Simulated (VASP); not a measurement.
Calculation: LDA (Ceperley-Alder, Perdew-Zunger), VASP's LDA PAW potentials (set 64) (plane waves; VASP).

A VASP calculation is set up with these files.

### POSCAR
```
WS2
1
    1.5307833369    -2.6513944748     0.0000000000
    1.5307833369     2.6513944748    -0.0000000000
   -0.0000000000    -0.0000000000    11.3020012447
W S
2 4
Direct
  0.3333330000   0.6666670000   0.2500000000
  0.6666670000   0.3333330000   0.7500000000
  0.3333330000   0.6666670000   0.8891682927
  0.6666670000   0.3333330000   0.3891682927
  0.6666670000   0.3333330000   0.1108317073
  0.3333330000   0.6666670000   0.6108317073
```

**INCAR**
```
# general
SYSTEM =WS2
PREC   =Accurate
ENCUT  =500
LREAL  =.False.
LASPH  =.True.

# electronic loop
EDIFF  =1E-6
NELM   =100
ALGO   =Normal
LMAXMIX=6

# smearing
ISMEAR =0
SIGMA  =0.05

# ions
IBRION =2
NSW    =40
ISIF   =3
EDIFFG =-0.02
PSTRESS=100

# output
LWAVE  =.False.
LCHARG =.False.
```

KPOINTS:
```
Automatic mesh
0
Gamma
8 8 2
0 0 0
```

POTCAR, in this order: W_sv S (LDA.64 set). Program: vasp_std.

Output of the run:

File OSZICAR:
```
       N       E                     dE             d eps       ncg     rms          rms(c)
DAV:   1     0.518880175756E+03    0.51888E+03   -0.28504E+04  1320   0.168E+03
DAV:   2    -0.215961648956E+02   -0.54048E+03   -0.52837E+03  1466   0.461E+02
DAV:   3    -0.538580486529E+02   -0.32262E+02   -0.31611E+02  1542   0.103E+02
DAV:   4    -0.546408061968E+02   -0.78276E+00   -0.77932E+00  1523   0.166E+01
DAV:   5    -0.546603096229E+02   -0.19503E-01   -0.19495E-01  1563   0.252E+00    0.439E+01
DAV:   6    -0.526059303670E+02    0.20544E+01   -0.10104E+01  1457   0.192E+01    0.192E+01
DAV:   7    -0.523769351927E+02    0.22900E+00   -0.36377E+00  1454   0.874E+00    0.655E+00
DAV:   8    -0.522344487842E+02    0.14249E+00   -0.72791E-01  1544   0.493E+00    0.233E+00
DAV:   9    -0.522360965577E+02   -0.16478E-02   -0.69383E-02  1575   0.131E+00    0.111E+00
DAV:  10    -0.522323026727E+02    0.37939E-02   -0.31753E-02  1567   0.110E+00    0.287E-01
DAV:  11    -0.522321444823E+02    0.15819E-03   -0.21424E-03  1497   0.276E-01    0.632E-02
DAV:  12    -0.522321341791E+02    0.10303E-04   -0.16813E-04  1562   0.775E-02    0.329E-02
DAV:  13    -0.522321347419E+02   -0.56274E-06   -0.11018E-05  1264   0.196E-02    0.166E-02
DAV:  14    -0.522321340266E+02    0.71525E-06   -0.14729E-06  1031   0.783E-03
   1 F= -.46505982E+02 E0= -.46505982E+02  d E =-.465060E+02
```

File OUTCAR:
```
------------------------ aborting loop because EDIFF is reached ----------------------------------------
  FORCE on cell =-STRESS in cart. coord.  units (eV):
  Direction    XX          YY          ZZ          XY          YZ          ZX
  --------------------------------------------------------------------------------------
  Total        5.7482809      5.7482807      5.6339644      0.0000000      0.0000000     -0.0000000
  in kB      100.3864605    100.3864575     98.3900686      0.0000000      0.0000000     -0.0000000
  external PRESSURE =      -0.2790045 kB  Pullay stress =     100.0000000 kB
  volume of cell :       91.74
      direct lattice vectors                 reciprocal lattice vectors
     1.530783337 -2.651394475  0.000000000     0.326630156 -0.188580011  0.000000000
     1.530783337  2.651394475  0.000000000     0.326630156  0.188580011  0.000000000
     0.000000000  0.000000000 11.302001245     0.000000000  0.000000000  0.088479905
 POSITION                                       TOTAL-FORCE (eV/Angst)
 -----------------------------------------------------------------------------------
      1.53078      0.88380      2.82550        -0.000000     -0.000000      0.000000
      1.53078     -0.88380      8.47650         0.000000      0.000000      0.000000
      1.53078      0.88380     10.04938        -0.000000     -0.000000     -0.012718
      1.53078     -0.88380      4.39838        -0.000000      0.000000     -0.012718
      1.53078     -0.88380      1.25262        -0.000000     -0.000000      0.012718
      1.53078      0.88380      6.90362        -0.000000     -0.000000      0.012718
 -----------------------------------------------------------------------------------
    total drift:                                0.000000      0.001083     -0.000034
  FREE ENERGIE OF THE ION-ELECTRON SYSTEM (eV)
  ---------------------------------------------------
  free  energy   TOTEN  =       -52.2321340266 eV

  energy  without entropy=      -52.2321340266  energy(sigma->0) =      -52.23213403
  enthalpy is  TOTEN    =       -46.5059824883 eV   P V=        5.7261515384

 reached required accuracy - stopping structural energy minimisation
```
(Selected blocks of OUTCAR.)

The compound is WS2 in the 2H layered structure. It was relaxed first under an external pressure of 10 GPa.
